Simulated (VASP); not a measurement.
Consider the following.

```yaml
crystal:
  lattice:
    - [3.83540, 0.00000, 0.00000]
    - [0.00000, 3.83540, 0.00000]
    - [0.00000, 0.00000, 3.83540]
  atoms:
    - { symbol: Sr, position: [0.00000, 0.00000, 0.00000] }
    - { symbol: V, position: [0.50000, 0.50000, 0.50000] }
    - { symbol: O, position: [0.50000, 0.00000, 0.50000] }
    - { symbol: O, position: [0.00000, 0.50000, 0.50000] }
    - { symbol: O, position: [0.50000, 0.50000, 0.00000] }
```

Computed with optB86b-vdW, VASP's PBE PAW potentials (set 64) (plane waves; VASP). Numerical set-up: 520 eV cut-off, 9×9×9 Γ-centred mesh, tetrahedra with Blöchl corrections, potentials Sr_sv V_sv O.

The cores are frozen, which limits the accuracy of field gradients.

### Question
Give the principal components of the electric field gradient (V/Å²) and the asymmetry η at each nucleus.

### Answer

| atom | Vxx | Vyy | Vzz | η |
|---|---|---|---|---|
| Sr1 | 0.0 | 0.0 | 0.0 | - |
| V2 | 0.0 | 0.0 | 0.0 | - |
| O3 | -14.2 | -14.2 | 28.4 | 0.00 |
| O4 | -14.2 | -14.2 | 28.4 | 0.00 |
| O5 | -14.2 | -14.2 | 28.4 | 0.00 |

The compound is SrVO3 in the cubic perovskite structure. It was relaxed first. The run is not spin-polarised, so no magnetic state was tried.
